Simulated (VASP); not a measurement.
# Cr3Ir2: core-level shifts, part 4 of 5

Wanted: the chemical shifts that photoemission would resolve in Cr3Ir2.

VASP 6.6.1, plane waves and PAW; the level of theory is named at each step.

So far. Step 2 (Relaxation): The forces on the free atoms are under 0.05 eV/Å.

**4. Core hole, atom Cr4**

This step: final-state core hole with the electron kept at the Fermi level, PBE, zero-moment start; plane waves and PAW (Cr_pv, Cr_pv, Ir) (VASP 6.6.1).

A core electron of Cr4 (2p) is moved to the Fermi level; this atom comes first in POSCAR as a species of its own.

INCAR reads:

```
SYSTEM = Cr3Ir2
PREC = Normal
ENCUT = 330
EDIFF = 1E-05
NELM = 120
ISMEAR = 0
SIGMA = 0.1
LREAL = Auto
ALGO = Fast
GGA = PE
NBANDS = 143
ISPIN = 2
MAGMOM = 0 0 0 0 0 0 0 0 0 0 0 0 0 0 0 0 0 0 0 0
LMAXMIX = 4
LWAVE = .FALSE.
LCHARG = .FALSE.
KPAR = 2
NCORE = 4
ICORELEVEL = 2
CLNT = 1
CLN = 2
CLL = 1
CLZ = 1
ISIF = 0
```

POSCAR reads:

```
Cr3Ir2
1.0
    5.7000000000      0.0000000000      0.0000000000
    2.8500000000      4.0305086528      0.0000000000
    0.0000000000      0.0000000000     22.0610173055
Cr Cr Ir
1 11 8
Direct
    0.5000000000      0.5000000000      0.6986765665
    0.0000000000      0.0000000000      0.6986765665
    0.5000000000      0.0000000000      0.6986765665
    0.0000000000      0.5000000000      0.6986765665
    0.0000000000      0.0000000000      0.5000000000
    0.5000000000      0.0000000000      0.5000000000
    0.0000000000      0.5000000000      0.5000000000
    0.5000000000      0.5000000000      0.5000000000
    0.0000000000      0.0000000000      0.3013234335
    0.5000000000      0.0000000000      0.3013234335
    0.0000000000      0.5000000000      0.3013234335
    0.5000000000      0.5000000000      0.3013234335
    0.7500000000      0.5000000000      0.6002647364
    0.2500000000      0.5000000000      0.6002647364
    0.7500000000      0.0000000000      0.6002647364
    0.2500000000      0.0000000000      0.6002647364
    0.7500000000      0.5000000000      0.3997352636
    0.2500000000      0.5000000000      0.3997352636
    0.7500000000      0.0000000000      0.3997352636
    0.2500000000      0.0000000000      0.3997352636
```

KPOINTS reads:

```
Automatic mesh
0
Gamma
5 5 1
0 0 0
```

Potentials, in the order of the species: Cr_pv, Cr_pv and Ir (PBE family, release 64).

Run with:

```sh
mpirun -np 8 vasp_std
```

The program printed:

```text
[banner, memory and clock lines left out]
running    8 mpi-ranks, on    1 nodes
 distrk:  each k-point on    4 cores,    2 groups
 distr:  one band on    4 cores,    1 groups

 POSCAR found type information on POSCAR CrCrIr
 POSCAR found :  3 types and      20 ions
 LDA part: xc-table for (Slater+PW92), standard interpolation
 POSCAR, INCAR and KPOINTS ok, starting setup
 FFT: planning ... GRIDC
 FFT: planning ... GRID_SOFT
 FFT: planning ... GRID
 WAVECAR not read
 entering main loop
       N       E                     dE             d eps       ncg     rms          rms(c)
DAV:   1     0.180056321090E+04    0.18006E+04   -0.99693E+04  6460   0.113E+03
DAV:   2    -0.342228977009E+03   -0.21428E+04   -0.20196E+04  5267   0.424E+02
DAV:   3    -0.494379455857E+03   -0.15215E+03   -0.14231E+03  7116   0.119E+02
DAV:   4    -0.501918152685E+03   -0.75387E+01   -0.71991E+01  6832   0.219E+01
DAV:   5    -0.502181809644E+03   -0.26366E+00   -0.26193E+00  7192   0.410E+00    0.110E+02
RMM:   6    -0.738381199346E+03   -0.23620E+03   -0.28582E+02  6096   0.584E+01    0.119E+02
RMM:   7    -0.958041423458E+03   -0.21966E+03   -0.57947E+02  7762   0.753E+01    0.132E+02
RMM:   8    -0.675587670501E+03    0.28245E+03   -0.16713E+02  6322   0.385E+01    0.992E+01
RMM:   9    -0.538282157661E+03    0.13731E+03   -0.18332E+02  6170   0.390E+01    0.822E+01
RMM:  10    -0.537391844830E+03    0.89031E+00   -0.97418E+01  6611   0.240E+01    0.819E+01
RMM:  11    -0.476132373062E+03    0.61259E+02   -0.28423E+01  5680   0.171E+01    0.559E+01
RMM:  12    -0.468818018366E+03    0.73144E+01   -0.15400E+01  6226   0.113E+01    0.579E+01
RMM:  13    -0.448829510714E+03    0.19989E+02   -0.11396E+01  5750   0.107E+01    0.235E+01
RMM:  14    -0.449451578062E+03   -0.62207E+00   -0.99217E+00  6407   0.841E+00    0.305E+01
RMM:  15    -0.448870842334E+03    0.58074E+00   -0.55616E+00  6317   0.615E+00    0.294E+01
RMM:  16    -0.447666310066E+03    0.12045E+01   -0.17038E+00  6182   0.321E+00    0.241E+01
RMM:  17    -0.449640766306E+03   -0.19745E+01   -0.58682E+00  7743   0.590E+00    0.291E+01
RMM:  18    -0.447149503095E+03    0.24913E+01   -0.41875E+00  7578   0.559E+00    0.209E+01
RMM:  19    -0.445594898567E+03    0.15546E+01   -0.22420E+00  7270   0.397E+00    0.115E+01
RMM:  20    -0.446525665875E+03   -0.93077E+00   -0.20285E+00  7406   0.366E+00    0.205E+01
RMM:  21    -0.445336415241E+03    0.11893E+01   -0.15951E+00  7190   0.337E+00    0.883E+00
RMM:  22    -0.445554181592E+03   -0.21777E+00   -0.50410E-01  6372   0.186E+00    0.125E+01
RMM:  23    -0.445176751432E+03    0.37743E+00   -0.12978E-01  5589   0.122E+00    0.725E+00
RMM:  24    -0.445046622697E+03    0.13013E+00   -0.64988E-02  6164   0.607E-01    0.413E+00
RMM:  25    -0.445033497293E+03    0.13125E-01   -0.27755E-02  6577   0.409E-01    0.372E+00
RMM:  26    -0.445003051413E+03    0.30446E-01   -0.19940E-02  6260   0.395E-01    0.293E+00
RMM:  27    -0.444996324648E+03    0.67268E-02   -0.92497E-03  7096   0.164E-01    0.267E+00
RMM:  28    -0.445003559020E+03   -0.72344E-02   -0.85350E-03  6913   0.232E-01    0.313E+00
RMM:  29    -0.444981537428E+03    0.22022E-01   -0.67473E-03  7038   0.188E-01    0.217E+00
RMM:  30    -0.444974485233E+03    0.70522E-02   -0.29356E-03  6888   0.126E-01    0.181E+00
[...]
RMM:  41    -0.444961295110E+03   -0.17302E-03   -0.10178E-04  5981   0.213E-02    0.112E-01
RMM:  42    -0.444961242704E+03    0.52406E-04   -0.18172E-05  4284   0.958E-03    0.114E-01
RMM:  43    -0.444961210602E+03    0.32102E-04   -0.68886E-05  5476   0.197E-02    0.120E-01
RMM:  44    -0.444961488084E+03   -0.27748E-03   -0.10755E-04  6105   0.256E-02    0.131E-01
RMM:  45    -0.444961774259E+03   -0.28617E-03   -0.88758E-05  5648   0.193E-02    0.136E-01
RMM:  46    -0.444962021993E+03   -0.24773E-03   -0.60287E-05  5234   0.172E-02    0.811E-02
RMM:  47    -0.444962096721E+03   -0.74728E-04   -0.16227E-05  3909   0.967E-03    0.717E-02
RMM:  48    -0.444962147154E+03   -0.50432E-04   -0.88480E-06  3422   0.654E-03    0.590E-02
RMM:  49    -0.444962165842E+03   -0.18689E-04   -0.43747E-06  3028   0.450E-03    0.572E-02
RMM:  50    -0.444962143908E+03    0.21934E-04   -0.36463E-06  2998   0.496E-03    0.558E-02
RMM:  51    -0.444962160444E+03   -0.16536E-04   -0.13414E-05  3381   0.989E-03    0.497E-02
RMM:  52    -0.444962162904E+03   -0.24595E-05   -0.30687E-06  2508   0.381E-03
   1 F= -.44496216E+03 E0= -.44489199E+03  d E =-.140341E+00  mag=    -0.0121
```

Elapsed: 3.3 min, on 8 MPI ranks of Intel Xeon 6975P-C (Granite Rapids), shared host; peak memory 2 GiB.

From OUTCAR (step 4):

```text
 Subroutine GETGRP returns: Found  4 space group operations
 (whereof  2 operations were pure point group operations)

The static configuration has the point symmetry C_2 .
 The point group associated with its full space group is C_2v.

 Found      9 irreducible k-points:

   NELECT =     217.0000    total number of electrons

 the core state eigenenergies are
   1-  1s  -5956.6230  2s   -702.0708  2p   -601.6693  3s    -71.3676
   2-  1s  -5875.9541  2s   -663.1574  2p   -556.6505  3s    -68.9366
   3-  1s  -5875.9541  2s   -663.1574  2p   -556.6505  3s    -68.9366
   4-  1s  -5875.8915  2s   -663.0959  2p   -556.5890  3s    -68.8874
   5-  1s  -5876.0041  2s   -663.2920  2p   -556.7769  3s    -69.0764
   6-  1s  -5876.0041  2s   -663.2920  2p   -556.7769  3s    -69.0764
   7-  1s  -5875.9916  2s   -663.2796  2p   -556.7645  3s    -69.0627
   8-  1s  -5876.0002  2s   -663.2885  2p   -556.7734  3s    -69.0725
   9-  1s  -5875.8514  2s   -663.0622  2p   -556.5548  3s    -68.8434
  10-  1s  -5875.8514  2s   -663.0622  2p   -556.5548  3s    -68.8434
  11-  1s  -5875.8509  2s   -663.0617  2p   -556.5543  3s    -68.8427
  12-  1s  -5875.8556  2s   -663.0665  2p   -556.5591  3s    -68.8473
  13-  1s -76094.5934  2s -13302.8751  2p -11552.7001  3s  -3105.4110  3p  -2593.8971
       3d  -2031.8552  4s   -656.2592  4p   -488.5619  4d   -282.8667  4f    -54.2548
       5s    -90.0599  5p    -46.9111
  14-  1s -76094.5934  2s -13302.8751  2p -11552.7001  3s  -3105.4110  3p  -2593.8971
       3d  -2031.8552  4s   -656.2592  4p   -488.5619  4d   -282.8667  4f    -54.2548
       5s    -90.0599  5p    -46.9111
  15-  1s -76094.6261  2s -13302.9094  2p -11552.7343  3s  -3105.4451  3p  -2593.9312
       3d  -2031.8894  4s   -656.2931  4p   -488.5958  4d   -282.9007  4f    -54.2888
       5s    -90.0936  5p    -46.9444
  16-  1s -76094.6261  2s -13302.9094  2p -11552.7343  3s  -3105.4451  3p  -2593.9312
       3d  -2031.8894  4s   -656.2931  4p   -488.5958  4d   -282.9007  4f    -54.2888
       5s    -90.0936  5p    -46.9444
  17-  1s -76094.5960  2s -13302.8800  2p -11552.7048  3s  -3105.4181  3p  -2593.9042
       3d  -2031.8621  4s   -656.2696  4p   -488.5726  4d   -282.8779  4f    -54.2668
       5s    -90.0784  5p    -46.9327
  18-  1s -76094.5960  2s -13302.8800  2p -11552.7048  3s  -3105.4181  3p  -2593.9042
       3d  -2031.8621  4s   -656.2696  4p   -488.5726  4d   -282.8779  4f    -54.2668
       5s    -90.0784  5p    -46.9327
  19-  1s -76094.6017  2s -13302.8858  2p -11552.7106  3s  -3105.4237  3p  -2593.9098
       3d  -2031.8677  4s   -656.2749  4p   -488.5780  4d   -282.8832  4f    -54.2721
       5s    -90.0831  5p    -46.9370
  20-  1s -76094.6017  2s -13302.8858  2p -11552.7106  3s  -3105.4237  3p  -2593.9098
       3d  -2031.8677  4s   -656.2749  4p   -488.5780  4d   -282.8832  4f    -54.2721
       5s    -90.0831  5p    -46.9370

 E-fermi :   2.7874

 spin component 1
 k-point     1 :       0.0000    0.0000    0.0000
  band No.  band energies     occupation
    ...
     98       2.5397      0.99977
     99       2.5413      0.99975
    100       2.6638      0.95983
    101       2.6801      0.93547
    102       2.6811      0.93371
    103       2.8981      0.05872
    104       2.9350      0.01846
    105       2.9497      0.01085
    106       2.9633      0.00645
    107       3.1250      0.00000
    ...

 k-point     2 :       0.2000    0.0000    0.0000
  band No.  band energies     occupation
    ...
    100       2.5073      0.99996
    101       2.5614      0.99930
    102       2.6224      0.99021
    103       2.6681      0.95429
    104       2.7118      0.85767
    105       2.9135      0.03729
    106       2.9416      0.01461
    107       2.9645      0.00615
    108       3.0500      0.00010
    109       3.1029      0.00000
    ...

 k-point     3 :       0.4000    0.0000    0.0000
  band No.  band energies     occupation
    ...
    107       2.5877      0.99764
    108       2.6398      0.98156
    109       2.6609      0.96325
    110       2.6965      0.90085
    111       2.7695      0.59997
    112       2.8146      0.35048
    113       2.8974      0.05994
    114       2.9225      0.02803
    115       2.9938      0.00176
    116       3.0106      0.00080
    ...

 k-point     4 :       0.0000    0.2000    0.0000
  band No.  band energies     occupation
    ...
     99       2.3679      1.00000
    100       2.3900      1.00000
    101       2.4194      1.00000
    102       2.6826      0.93093
    103       2.6979      0.89716
    104       2.8384      0.23537
    105       2.9020      0.05251
    106       3.1084      0.00000
    107       3.1409      0.00000
    108       3.1428      0.00000
    ...

 POSITION                                       TOTAL-FORCE (eV/Angst)
 -----------------------------------------------------------------------------------
      4.27500      2.01525     15.41352         0.000000      0.000000      0.114058
      0.00000      0.00000     15.41352         0.000000      0.000000      0.011297
      2.85000      0.00000     15.41352         0.000000      0.000000      0.011297
      1.42500      2.01525     15.41352         0.000000      0.000000     -0.188232
      0.00000      0.00000     11.03051         0.000000      0.000000     -0.005362
      2.85000      0.00000     11.03051         0.000000      0.000000     -0.005362
      1.42500      2.01525     11.03051         0.000000      0.000000      0.155785
      4.27500      2.01525     11.03051        -0.000000      0.000000      0.100540
      0.00000      0.00000      6.64750         0.000000      0.000000     -0.030912
      2.85000      0.00000      6.64750         0.000000      0.000000     -0.030912
      1.42500      2.01525      6.64750         0.000000      0.000000     -0.012754
      4.27500      2.01525      6.64750         0.000000      0.000000     -0.018947
      5.70000      2.01525     13.24245        -0.128206      0.000000     -0.071023
      2.85000      2.01525     13.24245         0.128206      0.000000     -0.071023
      4.27500      0.00000     13.24245        -0.000000      0.095339      0.004433
      1.42500      0.00000     13.24245         0.000000     -0.095339      0.004433
      5.70000      2.01525      8.81857        -0.003647      0.000000     -0.005797
      2.85000      2.01525      8.81857         0.003647      0.000000     -0.005797
      4.27500      0.00000      8.81857         0.000000      0.007821      0.022139
      1.42500      0.00000      8.81857         0.000000     -0.007821      0.022139
 -----------------------------------------------------------------------------------
    total drift:                                0.000000      0.000000     -0.002200

  FREE ENERGIE OF THE ION-ELECTRON SYSTEM (eV)
  ---------------------------------------------------
  free  energy   TOTEN  =      -444.9621629039 eV

  energy  without entropy=     -444.8218218363  energy(sigma->0) =     -444.89199237

[... 6 parts as in an earlier step ...]

[... 9 further parts left out ...]
```

This step gave:

```yaml
free_energy_toten: -444.9622 eV
energy_at_zero_smearing: -444.8920 eV
fermi_energy: 2.787 eV
moment_of_the_cell_from_the_last_line_of_the_log: -0.0121 μB
```

This is the reference for holes on Cr.

**5. Core hole, atom Cr3**

The same hole on the next atom.

INCAR is that of step 4.

POSCAR, as its differences from that of step 4:

```diff
@@ -8,6 +8,6 @@
 Direct
-    0.5000000000      0.5000000000      0.6986765665
+    0.0000000000      0.5000000000      0.6986765665
     0.0000000000      0.0000000000      0.6986765665
     0.5000000000      0.0000000000      0.6986765665
-    0.0000000000      0.5000000000      0.6986765665
+    0.5000000000      0.5000000000      0.6986765665
     0.0000000000      0.0000000000      0.5000000000
```

KPOINTS is that of step 4.

Run with:

```sh
mpirun -np 8 vasp_std
```

The program printed:

```text
[... set-up lines as in an earlier step ...]
 entering main loop
       N       E                     dE             d eps       ncg     rms          rms(c)
DAV:   1     0.180074081183E+04    0.18007E+04   -0.99681E+04  6452   0.113E+03
DAV:   2    -0.342136905664E+03   -0.21429E+04   -0.20188E+04  5274   0.425E+02
DAV:   3    -0.494400791188E+03   -0.15226E+03   -0.14260E+03  7162   0.120E+02
DAV:   4    -0.501922110796E+03   -0.75213E+01   -0.71832E+01  6896   0.222E+01
[...]
RMM:  50    -0.444962226774E+03   -0.12840E-03   -0.30366E-05  4442   0.149E-02    0.878E-02
RMM:  51    -0.444962301738E+03   -0.74965E-04   -0.39860E-05  4639   0.146E-02    0.689E-02
RMM:  52    -0.444962306110E+03   -0.43713E-05   -0.49693E-06  3286   0.538E-03
   1 F= -.44496231E+03 E0= -.44489213E+03  d E =-.140355E+00  mag=     0.0018
```

It took 2.8 min on 8 MPI ranks; peak memory 2 GiB.

(Continued in part 5 of 5.)

[Lines on the potential files, build, host, timing and source positions are cut from VASP's logs without a mark.]

[Logs are printed without paths, hosts, clocks, repeated set-up lines and the standing remarks that a program may print on its own settings, such as how far it seeks lower states.]

[Hosts, paths, dates, database ids (printed as entryN), source tags and the programs' standing remarks are cut or masked in the printed files.]
